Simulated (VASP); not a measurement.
Write the native input for VASP 6.6.1 that does the following.

```
Task                   : single point
Functional             : LDA
Potentials or basis    : VASP PAW LDA potentials, release 64 (La_GW, In_d_GW, Mn_GW)
Cutoff                 : 550 eV
k mesh                 : 7 × 7 × 7
Occupations            : gaussian, width 0.02 eV
Spin                   : collinear spin, ferromagnetic start
Starting moments       : [0.0, 0.0, 4.0] μB
Further INCAR settings : ALGO = Normal; EDIFF = 1e-07; NBANDS = 26
```

The structure of LaMnIn lies in POSCAR:

```
LaMnIn
1.0
    4.5933407550      0.0000000000      0.0000000000
   -2.2966703775      3.9779497821      0.0000000000
    0.0000000000      0.0000000000      4.0965590000
La In Mn
1 1 1
Cartesian
    0.0000000000      0.0000000000      0.0000000000
   -0.0000000002      2.6519665215      2.0482795000
    2.2966703777      1.3259832606      2.0482795000
```

The cell comes from a database or a generator and needn't be the stable form of this composition.

One way to write it, as run:

INCAR

```
SYSTEM = LaMnIn
ALGO = Normal
EDIFF = 1E-7
ENCUT = 550
ISIF = 2
ISMEAR = 0
ISPIN = 2
LASPH = .TRUE.
LCHARG = .FALSE.
LMAXMIX = 6
LORBIT = 11
LREAL = .FALSE.
LWAVE = .FALSE.
MAGMOM = 0 0 4
NBANDS = 26
NELM = 150
PREC = Accurate
SIGMA = 0.02
```

KPOINTS

```
k-points
0
G
  7 7 7
  0 0 0
```

Potentials or basis: VASP PAW LDA potentials, release 64 (La_GW, In_d_GW, Mn_GW).

Launch:

```console
$ cat potpaw_LDA.64/La_GW/POTCAR potpaw_LDA.64/In_d_GW/POTCAR potpaw_LDA.64/Mn_GW/POTCAR > POTCAR
$ mpirun -np 1 vasp_std > vasp.out
```

Results of the run:

```
Pressure                                              : -1.8 GPa
Band gap on the k mesh                                : none (metal or under the smearing width)
Net moment                                            : 3.15 μB per cell
Site moments                                          : La -0.10; In -0.06; Mn +3.34 μB
Valence electrons inside the program's atomic spheres : La 7.99; In 11.60; Mn 5.86
```

Run time: 7.6 min on 1 thread of Intel(R) Xeon(R) Platinum 8175M CPU @ 2.50GHz (Skylake/Cascade Lake), on a shared host, peak memory 0.29 GiB.
